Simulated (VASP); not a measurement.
Computed with vdW-DF2, VASP's PBE PAW potentials (set 64) (plane waves; VASP).

Input for VASP

**KPOINTS**
```
K-points
0
G
 8 8 8
0 0 0
```

### INCAR
```
AGGAC=0.0
ALGO=Normal
EDIFF=1E-6
EDIFFG=-0.02
ENCUT=520
GGA=ML
IBRION=2
ISIF=3
ISMEAR=0
LASPH=.TRUE.
LCHARG=.FALSE.
LMAXMIX=4
LREAL=.FALSE.
LUSE_VDW=.TRUE.
LWAVE=.FALSE.
NELM=100
NSW=60
PREC=Accurate
SIGMA=0.05
SYSTEM=TiO2
ZAB_VDW=-1.8867
```

**POSCAR**
```
TiO2
1
   -1.8888267328     1.8888267328     4.7684148961
    1.8888267328    -1.8888267328     4.7684148961
    1.8888267328     1.8888267328    -4.7684148961
Ti O
2 4
Direct
  0.7500000000   0.2500000000   0.5000000000
  1.0000000000   1.0000000000   1.0000000000
  0.5418180820   0.0418180820   0.5000000000
  0.7918180820   0.7918180820   0.0000000000
  0.2081819180   0.2081819180   1.0000000000
  0.9581819180   0.4581819180   0.5000000000
```

POTCAR, in this order: Ti_sv O (PBE.64 set). Program: vasp_std.

What VASP printed:

File OSZICAR:
```
...
DAV:   9    -0.409266102547E+02   -0.34749E-03   -0.12153E-03  5060   0.173E-01    0.158E-01
DAV:  10    -0.409264467539E+02    0.16350E-03   -0.14057E-04  5040   0.831E-02    0.705E-02
DAV:  11    -0.409264457644E+02    0.98957E-06   -0.85455E-05  4176   0.758E-02    0.436E-03
DAV:  12    -0.409264462843E+02   -0.51996E-06   -0.60891E-06  4228   0.162E-02
   2 F= -.40926446E+02 E0= -.40926446E+02  d E =0.114161E+00
       N       E                     dE             d eps       ncg     rms          rms(c)
DAV:   1    -0.436392694402E+02   -0.27128E+01   -0.71533E+01  4168   0.878E+01    0.131E+01
DAV:   2    -0.415256548181E+02    0.21136E+01   -0.82242E+00  4240   0.262E+01    0.510E+00
DAV:   3    -0.411727504865E+02    0.35290E+00   -0.24853E+00  4048   0.116E+01    0.132E+00
DAV:   4    -0.412057296121E+02   -0.32979E-01   -0.48574E-01  4256   0.411E+00    0.636E-01
DAV:   5    -0.412077468225E+02   -0.20172E-02   -0.68553E-03  4320   0.646E-01    0.603E-01
DAV:   6    -0.412249780363E+02   -0.17231E-01   -0.24793E-02  3376   0.961E-01    0.294E-01
DAV:   7    -0.412345842088E+02   -0.96062E-02   -0.35420E-02  4904   0.656E-01    0.190E-01
DAV:   8    -0.412349632307E+02   -0.37902E-03   -0.80400E-04  3588   0.267E-01    0.107E-01
DAV:   9    -0.412349435289E+02    0.19702E-04   -0.56634E-04  4852   0.881E-02    0.349E-02
DAV:  10    -0.412349443872E+02   -0.85831E-06   -0.28537E-05  4052   0.408E-02    0.125E-02
DAV:  11    -0.412349440172E+02    0.37009E-06   -0.55524E-06  4032   0.156E-02
   3 F= -.41234944E+02 E0= -.41234944E+02  d E =-.194337E+00
       N       E                     dE             d eps       ncg     rms          rms(c)
DAV:   1    -0.412355919764E+02   -0.64759E-03   -0.16965E-02  4244   0.142E+00    0.205E-01
DAV:   2    -0.412350968140E+02    0.49516E-03   -0.20534E-03  4280   0.433E-01    0.801E-02
DAV:   3    -0.412350132671E+02    0.83547E-04   -0.60650E-04  3408   0.159E-01    0.200E-02
DAV:   4    -0.412350164612E+02   -0.31940E-05   -0.12021E-04  4680   0.569E-02    0.162E-02
DAV:   5    -0.412350199178E+02   -0.34567E-05   -0.87193E-06  3868   0.267E-02    0.844E-03
DAV:   6    -0.412350246403E+02   -0.47225E-05   -0.13289E-05  4800   0.137E-02    0.661E-03
DAV:   7    -0.412350243622E+02    0.27807E-06   -0.54612E-07  1836   0.743E-03
   4 F= -.41235024E+02 E0= -.41235024E+02  d E =-.194418E+00
       N       E                     dE             d eps       ncg     rms          rms(c)
DAV:   1    -0.412354817110E+02   -0.45707E-03   -0.16200E-02  4232   0.139E+00    0.199E-01
DAV:   2    -0.412350197236E+02    0.46199E-03   -0.19373E-03  4280   0.419E-01    0.766E-02
DAV:   3    -0.412349438091E+02    0.75915E-04   -0.57122E-04  3360   0.156E-01    0.183E-02
DAV:   4    -0.412349478551E+02   -0.40460E-05   -0.11156E-04  4644   0.538E-02    0.159E-02
DAV:   5    -0.412349510656E+02   -0.32105E-05   -0.74243E-06  3652   0.249E-02    0.886E-03
DAV:   6    -0.412349557954E+02   -0.47298E-05   -0.13130E-05  4864   0.141E-02    0.638E-03
DAV:   7    -0.412349555587E+02    0.23670E-06   -0.54054E-07  1788   0.733E-03
   5 F= -.41234956E+02 E0= -.41234956E+02  d E =-.194349E+00
       N       E                     dE             d eps       ncg     rms          rms(c)
DAV:   1    -0.412397896358E+02   -0.48338E-02   -0.11133E+00  3304   0.799E+00    0.418E-01
DAV:   2    -0.412389550297E+02    0.83461E-03   -0.28487E-02  3800   0.141E+00    0.244E-01
DAV:   3    -0.412376395090E+02    0.13155E-02   -0.38555E-03  4416   0.577E-01    0.700E-02
DAV:   4    -0.412376412299E+02   -0.17209E-05   -0.60924E-04  4440   0.193E-01    0.293E-02
DAV:   5    -0.412376454125E+02   -0.41826E-05   -0.84151E-05  5200   0.601E-02    0.227E-02
DAV:   6    -0.412376454911E+02   -0.78571E-07   -0.20738E-05  4424   0.368E-02    0.120E-02
DAV:   7    -0.412376487894E+02   -0.32983E-05   -0.44246E-06  3576   0.211E-02    0.207E-03
DAV:   8    -0.412376488288E+02   -0.39355E-07   -0.51547E-07  1904   0.597E-03
   6 F= -.41237649E+02 E0= -.41237649E+02  d E =-.269327E-02
       N       E                     dE             d eps       ncg     rms          rms(c)
DAV:   1    -0.412378731632E+02   -0.22437E-03   -0.62783E-02  3304   0.190E+00    0.993E-02
DAV:   2    -0.412378251375E+02    0.48026E-04   -0.15977E-03  3800   0.334E-01    0.577E-02
DAV:   3    -0.412377503779E+02    0.74760E-04   -0.21733E-04  4480   0.140E-01    0.177E-02
DAV:   4    -0.412377496023E+02    0.77564E-06   -0.39038E-05  4436   0.515E-02    0.749E-03
DAV:   5    -0.412377496768E+02   -0.74585E-07   -0.56830E-06  3664   0.167E-02
   7 F= -.41237750E+02 E0= -.41237750E+02  d E =-.279412E-02
       N       E                     dE             d eps       ncg     rms          rms(c)
DAV:   1    -0.412416320752E+02   -0.38825E-02   -0.26956E-01  3304   0.517E+00    0.483E-01
DAV:   2    -0.412395604916E+02    0.20716E-02   -0.17718E-02  3820   0.120E+00    0.245E-01
DAV:   3    -0.412386308730E+02    0.92962E-03   -0.58342E-03  4000   0.566E-01    0.853E-02
DAV:   4    -0.412385887601E+02    0.42113E-04   -0.10681E-03  4928   0.184E-01    0.591E-02
DAV:   5    -0.412385972196E+02   -0.84595E-05   -0.62862E-05  4152   0.824E-02    0.305E-02
DAV:   6    -0.412386166807E+02   -0.19461E-04   -0.63608E-05  5536   0.461E-02    0.162E-02
DAV:   7    -0.412386201824E+02   -0.35017E-05   -0.46310E-06  3644   0.199E-02    0.498E-03
DAV:   8    -0.412386213461E+02   -0.11637E-05   -0.78641E-07  1828   0.952E-03    0.110E-03
DAV:   9    -0.412386213657E+02   -0.19564E-07   -0.25120E-07  1808   0.450E-03
   8 F= -.41238621E+02 E0= -.41238621E+02  d E =-.871689E-03
       N       E                     dE             d eps       ncg     rms          rms(c)
DAV:   1    -0.412398411544E+02   -0.12198E-02   -0.93211E-02  3304   0.304E+00    0.285E-01
DAV:   2    -0.412391209075E+02    0.72025E-03   -0.61437E-03  3832   0.710E-01    0.144E-01
DAV:   3    -0.412387953695E+02    0.32554E-03   -0.20174E-03  4008   0.331E-01    0.504E-02
DAV:   4    -0.412387793018E+02    0.16068E-04   -0.37062E-04  4972   0.109E-01    0.347E-02
DAV:   5    -0.412387823227E+02   -0.30209E-05   -0.22167E-05  4104   0.487E-02    0.178E-02
DAV:   6    -0.412387892671E+02   -0.69444E-05   -0.21815E-05  5476   0.270E-02    0.932E-03
DAV:   7    -0.412387909881E+02   -0.17210E-05   -0.13365E-06  2368   0.112E-02    0.285E-03
DAV:   8    -0.412387915573E+02   -0.56913E-06   -0.47697E-07  1776   0.660E-03
   9 F= -.41238792E+02 E0= -.41238792E+02  d E =-.104188E-02
       N       E                     dE             d eps       ncg     rms          rms(c)
DAV:   1    -0.412396015677E+02   -0.81058E-03   -0.87546E-02  3304   0.264E+00    0.165E-01
DAV:   2    -0.412395025192E+02    0.99049E-04   -0.37091E-03  3736   0.504E-01    0.928E-02
DAV:   3    -0.412393414639E+02    0.16106E-03   -0.41989E-04  4248   0.176E-01    0.182E-02
DAV:   4    -0.412393405676E+02    0.89634E-06   -0.63037E-05  4624   0.603E-02    0.118E-02
DAV:   5    -0.412393396230E+02    0.94460E-06   -0.84806E-06  4500   0.265E-02
  10 F= -.41239340E+02 E0= -.41239340E+02  d E =-.548066E-03
       N       E                     dE             d eps       ncg     rms          rms(c)
DAV:   1    -0.412425575691E+02   -0.32170E-02   -0.78713E-01  3304   0.793E+00    0.495E-01
DAV:   2    -0.412416706750E+02    0.88689E-03   -0.33256E-02  3704   0.150E+00    0.278E-01
DAV:   3    -0.412402160084E+02    0.14547E-02   -0.37751E-03  4296   0.532E-01    0.480E-02
DAV:   4    -0.412402183648E+02   -0.23565E-05   -0.43620E-04  4428   0.159E-01    0.294E-02
DAV:   5    -0.412402143855E+02    0.39793E-05   -0.48065E-05  4640   0.649E-02    0.148E-02
DAV:   6    -0.412402128663E+02    0.15193E-05   -0.84599E-06  3888   0.215E-02    0.497E-03
DAV:   7    -0.412402123055E+02    0.56081E-06   -0.68750E-07  2072   0.693E-03
  11 F= -.41240212E+02 E0= -.41240212E+02  d E =-.142075E-02
```

File OUTCAR:
```
------------------------ aborting loop because EDIFF is reached ----------------------------------------
  FORCE on cell =-STRESS in cart. coord.  units (eV):
  Direction    XX          YY          ZZ          XY          YZ          ZX
  --------------------------------------------------------------------------------------
  Total       -0.0107484     -0.0107484     -0.0325083      0.0000000      0.0000000      0.0000000
  in kB       -0.2365836     -0.2365836     -0.7155439      0.0000000      0.0000000      0.0000000
  external PRESSURE =      -0.3962371 kB  Pullay stress =       0.0000000 kB
  volume of cell :       72.79
      direct lattice vectors                 reciprocal lattice vectors
    -1.925690872  1.925690872  4.907214684     0.000000000  0.259647074  0.101890794
     1.925690872 -1.925690872  4.907214684     0.259647074  0.000000000  0.101890794
     1.925690872  1.925690872 -4.907214684     0.259647074  0.259647074  0.000000000
 POSITION                                       TOTAL-FORCE (eV/Angst)
 -----------------------------------------------------------------------------------
      0.00000      1.92569      2.45361         0.000000      0.000000      0.000000
      1.92569      1.92569     -4.90721         0.000000      0.000000      0.000000
      0.00000      1.92569      0.42135         0.000000      0.000000      0.019216
      0.00000      0.00000      7.78217        -0.000000     -0.000000      0.019216
      0.00000      0.00000      2.03226         0.000000      0.000000     -0.019216
      0.00000      1.92569      4.48587        -0.000000     -0.000000     -0.019216
 -----------------------------------------------------------------------------------
    total drift:                               -0.000000      0.000000     -0.000000
  FREE ENERGIE OF THE ION-ELECTRON SYSTEM (eV)
  ---------------------------------------------------
  free  energy   TOTEN  =       -41.2402123055 eV

  energy  without entropy=      -41.2402123055  energy(sigma->0) =      -41.24021231

 reached required accuracy - stopping structural energy minimisation
```
(Selected blocks of OUTCAR.)

**CONTCAR**
```
TiO2
   1.00000000000000
    -1.9256908715313168    1.9256908715313168    4.9072146841743365
     1.9256908715313168   -1.9256908715313168    4.9072146841743365
     1.9256908715313168    1.9256908715313168   -4.9072146841743365
  Ti              O
     2     4
Direct
     0.7500000000000000    0.2500000000000000    0.5000000000000000
     0.0000000000000000    0.0000000000000000    1.0000000000000000
     0.5429315304738012    0.0429315304738011    0.5000000000000000
     0.7929315304738012    0.7929315304738012    0.0000000000000000
     0.2070684695261988    0.2070684695261988    0.0000000000000000
     0.9570684695261988    0.4570684695261989    0.5000000000000000
```

Energy and stress use the plane-wave basis of the starting cell.

The compound is TiO2 in the anatase structure, one of several forms; rutile is the usual stable one. This run relaxes it. Symmetry was kept, so distortions that lower it aren't found. The start is the result of an earlier pass.
